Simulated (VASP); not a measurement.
Consider the following.

```
BiSc
1.0
    4.95888     0.00000     0.00000
   -2.47944     4.29452     0.00000
    0.00000     0.00000     8.12151
Sc Bi
2 2
Direct
  0.66667   0.33333   0.00000
  0.33333   0.66667   0.50000
  0.66667   0.33333   0.62520
  0.33333   0.66667   0.12520
```

The numbers are results of PBE GGA, VASP's PBE PAW potentials (set 64) (plane waves; VASP), not measurements. Settings: 300 eV cut-off, 5×5×3 Γ-centred mesh, Fermi-Dirac smearing of 0.10 eV, potentials Sc_sv Bi_d.

At this cut-off the stress carries a Pulay error, which pulls relaxed volumes low.

What does the run give for the energy per atom (σ→0), pressure?

```json
{
  "energy per atom (σ→0)": "-5.251 eV/atom",
  "pressure": "-3.84 GPa"
}
```

Only differences to runs with the same potentials and settings are physical.

The structure was generated: ScBi was put into an ordered model structure, which need not be its known phase. The cell was not relaxed at this level.
